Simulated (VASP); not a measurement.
The system is MoS2.

```xyz
6
Lattice="3.1610 0.0000 0.0000 -1.5805 2.7375 0.0000 0.0000 0.0000 12.9098" Properties=species:S:1:pos:R:3 pbc="T T T"
Mo    0.0000    1.8250    3.2274
Mo    1.5805    0.9125    9.6823
S     1.5805    0.9125    4.7924
S     1.5805    0.9125    1.6624
S     0.0000    1.8250   11.2473
S     0.0000    1.8250    8.1173
```

The cell was built by a generator and needn't be a form met in nature.

Base run:

```yaml
Program: VASP 6.6.1
Functional: optB88-vdW
Potentials_or_basis: VASP PAW PBE potentials, release 64 (Mo_sv, S)
Cutoff: 520 eV
k_mesh: 8 × 8 × 2
Occupations: fermi-dirac, width 0.05 eV
Spin: no spin polarisation
```

Its results: band gap on the k mesh 1.21 eV, indirect (least direct gap 1.98 eV); pressure 2.8 GPa; largest force 0.338 eV/Å.

**Question.** The run is repeated on the same cell with these changes: functional from optB88-vdW to rev-vdW-DF2. What comes out?

**Answer.** Band gap on the k mesh 1.20 eV, indirect (least direct gap 1.99 eV); pressure 0.5 GPa; largest force 0.176 eV/Å.

Caveats: the PAW data sets were made with another functional, which shifts forces and pressure a little.

A k mesh can miss the band edges.
